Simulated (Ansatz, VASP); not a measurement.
**Cross-check of Ba2C between VASP and Ansatz**

Aim: how closely do two programs agree when they are given the same cell, functional and k mesh? The cell is generated by rule, not measured, and may not be a known phase. The cell is taken from a series of runs on this material, whose earlier steps may have relaxed, scaled, displaced or heated it; both programs get it as it stands.

Program: Ansatz 0.2.0. Level of theory: plane waves, with VASP 6.6.1 beside it; zone-centre phonons at PBEsol. Results are calculated unless marked as measured.

The structure was built from a prototype and need not be the compound's stable phase.

## (1) The structure

It takes space group Pn-3m (No. 224, cubic). The conventional cell has a = 6.182 Å, b = 6.182 Å, c = 6.182 Å, α = 90.00°, β = 90.00°, γ = 90.00°. Nearest to C lie 4 Ba at 2.68 Å. Ba has 2 C at 2.68 Å nearest. Farther neighbours are not listed.

## (2) Ansatz: zone-centre phonons, PBEsol

Ansatz runs on its default PAW (the set named soft_2) files.

Second derivatives magnify differences that forces hide, and they need a tight electronic threshold.

input.yaml

```yaml
crystal:
  lattice:
    - [6.1820686643, 0.0, 0.0]
    - [0.0, 6.1820686643, 0.0]
    - [0.0, 0.0, 6.1820686643]
  atoms:
    - { symbol: C, position: [0.0, 0.0, 0.0] }
    - { symbol: C, position: [0.5, 0.5, 0.5] }
    - { symbol: Ba, position: [0.25, 0.25, 0.25] }
    - { symbol: Ba, position: [0.75, 0.75, 0.25] }
    - { symbol: Ba, position: [0.75, 0.25, 0.75] }
    - { symbol: Ba, position: [0.25, 0.75, 0.75] }
kpoints:
  mp_grid: { grid: [6, 6, 6] }
hamiltonian:
  xc: pbesol
scf:
  occupations: { method: methfessel_paxton, width: 0.2 }
output:
  eigenvalues: true
phonons:
  method: dfpt
```

Started as:

```console
> ansatz run input.yaml --threads 8 --pin off --max-ram 14336MiB --backend cpu --events-out ev --progress --plain --runs-dir out
```

Numbers of over 12 decimals in the logs are rounded to 6 here.

What it wrote:

```text
Engine: ansatz 0.2.0, aarch64-unknown-linux-gnu
Pseudopotentials: kind: paw
Pseudopotential: C, paw, valence charge 4, recommended cutoff 420 eV (normal), C.paw.azcp
Pseudopotential: Ba, paw, valence charge 10, recommended cutoff 420 eV (normal), Ba.paw.azcp
Functional definition: PBEsol
  exchange = pbesol_x
  correlation = pbesol_c
Crystal: 6 atoms, lattice volume = 236.266 Å³
Basis set: ecut = 420 eV, 4625 PW (Γ), exchange–correlation on 96×96×96 points (8 copies of the dense FFT grid, shifted against one another)
Bands: 30, of which v1, the nominal top of the filled ones, is band 24 counted from 1 (23 counted from 0)
Symmetry: 48 space group operations
k-points: 68 of 216 (irreducible under 2 space group operations, time reversal used)
Non-local potential: C, projectors of the file, l = 0: 2, l = 1: 2, l = 2: 1
Non-local potential: Ba, projectors of the file, l = 0: 3, l = 1: 2, l = 2: 2, l = 3: 2
PAW form: soft (Blöchl's): semilocal exchange-correlation on the pseudo side does not see the compensation charge
PAW frozen core: C, regenerated for the run's functional, and the local potential with it (the file was generated under x = pbe(κ = 0.804, μ = 0.219515), c = pbe(β = 0.066725))
PAW frozen core: Ba, regenerated for the run's functional, and the local potential with it (the file was generated under x = pbe(κ = 0.804, μ = 0.219515), c = pbe(β = 0.066725))
PAW one-centre angular grid: C, 110 points (default); XC on 64 Gauss nodes
PAW one-centre angular grid: Ba, 194 points (default); XC on 64 Gauss nodes
Initial density: superposition of atomic densities (neutral atoms: chi_scale 0, normalization atom), corrected by the library's trained network
Initial wavefunctions: pseudopotential atomic-orbital guess
Functional: x = pbesol(κ = 0.804, μ = 0.123457), c = pbesol(β = 0.046)
SCF iter   1: F=—  HF=-23937.978194 eV  |F-HF|=—  |Δ(HF+E_count)|=         —  Δρ=5.68e-3  dr2=1.39e-1  ethr=1.77e-3  ⟨swp⟩=10.8  Hψ=25405  notcnv=0
automatic band count: the SCF goes on with 36 bands, as 30 were too few: they end inside the smearing window of the response
preconditioner: auto → Kerker (q_TF=auto, 2.092 Å⁻¹)  [metal: Δε(μ)=0.006 eV  Ē_g=10.770 eV  σ=0.200 eV  W_gap=0.03  n_scr=32 (ndim 8)  ℏωp=15.3 eV  f_vac=0.000  D(μ)=13.34/eV (n_scr^D=122)]
SCF iter   2: F=—  HF=-23937.962088 eV  |F-HF|=—  |Δ(HF+E_count)|=   1.61e-2  S|Δr|=    0.00e0  Δρ=2.52e-3  dr2=2.44e-2  ethr=2.90e-4  ⟨swp⟩=1.0  Hψ=2992  notcnv=0
SCF iter   3: F=—  HF=-23937.959264 eV  |F-HF|=—  |Δ(HF+E_count)|=   2.82e-3  S|Δr|=    0.00e0  Δρ=5.27e-4  dr2=1.61e-3  ethr=5.08e-5  ⟨swp⟩=2.0  Hψ=2620  notcnv=0
SCF iter   4: F=—  HF=-23937.959180 eV  |F-HF|=—  |Δ(HF+E_count)|=   8.36e-5  S|Δr|=    0.00e0  Δρ=2.01e-4  dr2=1.71e-4  ethr=3.34e-6  ⟨swp⟩=2.0  Hψ=3771  notcnv=0
SCF iter   5: F=—  HF=-23937.959168 eV  |F-HF|=—  |Δ(HF+E_count)|=   1.24e-5  S|Δr|=    0.00e0  Δρ=7.51e-5  dr2=1.66e-5  ethr=3.57e-7  ⟨swp⟩=1.2  Hψ=2221  notcnv=0
SCF iter   6: F=—  HF=-23937.959172 eV  |F-HF|=—  |Δ(HF+E_count)|=   4.19e-6  S|Δr|=    0.00e0  Δρ=1.24e-5  dr2=4.91e-7  ethr=3.47e-8  ⟨swp⟩=3.0  Hψ=4198  notcnv=0
SCF iter   7: F=—  HF=-23937.959125 eV  |F-HF|=—  |Δ(HF+E_count)|=   4.73e-5  S|Δr|=    0.00e0  Δρ=3.83e-6  dr2=3.53e-8  ethr=1.02e-9  ⟨swp⟩=2.4  Hψ=2846  notcnv=0
SCF iter   8: F=—  HF=-23937.959125 eV  |F-HF|=—  |Δ(HF+E_count)|=   1.70e-8  S|Δr|=    0.00e0  Δρ=1.23e-6  dr2=8.54e-9  ethr=7.35e-11  ⟨swp⟩=3.0  Hψ=4128  notcnv=0
SCF iter   9: F=—  HF=-23937.959125 eV  |F-HF|=—  |Δ(HF+E_count)|=  4.18e-10  S|Δr|=    0.00e0  Δρ=1.36e-7  dr2=9.04e-11  ethr=1.78e-11  ⟨swp⟩=1.8  Hψ=2284  notcnv=0
SCF iter  10: F=-23937.959125 eV  HF=-23937.959125 eV  |F-HF|=3.64e-12  |Δ(HF+E_count)|=  2.18e-11  S|Δr|=    0.00e0  Δρ=2.55e-8  dr2=1.38e-12  ethr=1.00e-12  ⟨swp⟩=12.2  Hψ=14629  notcnv=0
SCF 1 converged in 10 iterations: F = -23937.959125 eV  dr2 = 1.38e-12
  greatest PAW one-centre occupation: 0.957 electrons in one spin orbital (limit 2), on the Ba atom at site 4 (counted from 0), in its partial waves of l = 0
DFPT response loops at Γ: preconditioner auto → Kerker (q_TF=auto, 2.092 Å⁻¹) (partly filled bands, converged f_vac=0.000); β = 1.00, the filter's whole step (`scf.mixing.beta` (0.50) is not read by the response loops under this deck's `scf.mixing.preconditioner`; to damp them name `kerker` or `kerker_dos`, under which they read `scf.mixing.beta`, and type it under 1.00, their step now; both keys bind the ground state too); Broyden in place of MSR1
SCF converged after 10 iterations
Stability not checked: this state was not tested for a lower state beside it, because cold or Methfessel-Paxton smearing, or corrected tetrahedra, fill the levels in a way that the test cannot read (fill_not_monotonic; see scf.lower_state_search)
Free energy (F): -23937.959125 eV
Harris-Foulkes:  -23937.959125 eV  (|F-HF|=3.64e-12)
Internal energy: -23937.932134 eV  (E = F + TS)
E sigma→0 (E₀):  -23937.952377 eV
Entropy (-TS):   -0.026991 eV (-4.498 meV/atom)
Fermi energy:    6.397617 eV
--- Per-component energies (eV) ---
  E_band       = -270.628250
  E_kinetic    = 836.480012
  E_local      = -1688.633043  (includes V_loc(G=0)·N_el)
  E_nonlocal   = 290.317508
  E_hartree    = 551.210616
  E_xc         = -756.519806
  E_vxc        = -652.852140  (∫ρ·V_xc dr)
  E_paw        = -20750.507226  (= ΣΔE_a)
  E_vpaw       = -158.361851  (= ΣTr[D̂ρ^β])
  E_aug_tail   = -0.000000  (compensation charges beyond the density's cutoff)
  E_ewald      = -2420.928129
  E_core_change = 0.647934  (= ΣΔE_core)
  E_smearing   = -0.026991  (= −TS)
  E_closure    = 0.000000  (closes the sum)
  Σ components = -23937.959125   (vs F -23937.959125, Δ=0.00e0)
--- Band table (eV; the first three rows and the last of 68) ---
  k-point 0: bands = [... 20 lower, 4.5462, 4.6611, 6.5955, 6.5955, 7.0953, 7.0953, 7.0953, 7.1427, ... 8 higher]
  k-point 1: bands = [... 20 lower, 4.6886, 4.8070, 6.5522, 6.6869, 6.6869, 6.7186, 7.1075, 7.1606, ... 8 higher]
  k-point 2: bands = [... 20 lower, 5.0424, 5.1729, 6.1830, 6.1830, 6.3936, 6.8606, 7.0724, 7.4045, ... 8 higher]
  k-point 67: bands = [... 20 lower, 4.8288, 6.2777, 6.2777, 6.2777, 6.6730, 6.6730, 6.6730, 8.5298, ... 8 higher]
--- Phonons (Γ-DFPT): 2 representative perturbations + reference, on 68 of 216 k-points (Σ response iterations 7) ---
  k mesh reduced under 2 symmetry operations, with k and −k counted as one. Each operation leaves every solved perturbation unchanged. A smaller set is not used because it would not reduce the number of displacements times k-points to solve
  ASR residual: 2.596e-5 → 0.000e0 eV/Å²; symmetrization residual: 1.096e-6 eV/Å²
  ASR residual per site (eV/Å²): 2.60e-5 2.60e-5 4.25e-6 4.25e-6 4.25e-6 4.25e-6
  Γ frequencies (cm⁻¹): -114.31 -114.31 -114.31 0.00 0.00 0.00 33.31 33.31 33.31 52.65 52.65 111.27 146.25 146.25 146.25 202.79 202.79 202.79
  non-analytic LO–TO correction: not included (Born effective charges unavailable; polar crystals: no LO–TO splitting at Γ)
```

[end of part 1 of 2]

[Lines on the potential files, build, host, timing and source positions are cut from VASP's logs without a mark.]

[Logs are printed without paths, hosts, clocks, repeated set-up lines and the standing remarks that a program may print on its own settings, such as how far it seeks lower states.]

[Hosts, paths, dates, database ids (printed as entryN), source tags and the programs' standing remarks are cut or masked in the printed files.]
